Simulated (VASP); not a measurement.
Consider the following.

```xyz
2
Lattice="0.0000 2.4323 2.4323 2.4323 0.0000 2.4323 2.4323 2.4323 0.0000" Properties=species:S:1:pos:R:3 pbc="T T T"
Mg     0.0000     0.0000     0.0000
Se     2.4323     2.4323     2.4323
```

Method: PBEsol GGA, VASP's PBE PAW potentials (set 64) (plane waves; VASP). Numerical set-up: 500 eV cut-off, 9×9×9 Γ-centred mesh, Gaussian smearing of 0.050 eV, potentials Mg Se.

Task: Predict the energy per atom (σ→0), pressure.

Result: 
The energy per atom (σ→0) comes out as -3.443 eV/atom. The pressure is 449.1 kbar.

Total energies compare only between runs with the same potentials, cut-off and functional.

The structure was generated: MgSe was put into the rock salt type (Fm-3m), which need not be its known phase. It was relaxed first under an external pressure of 45 GPa.
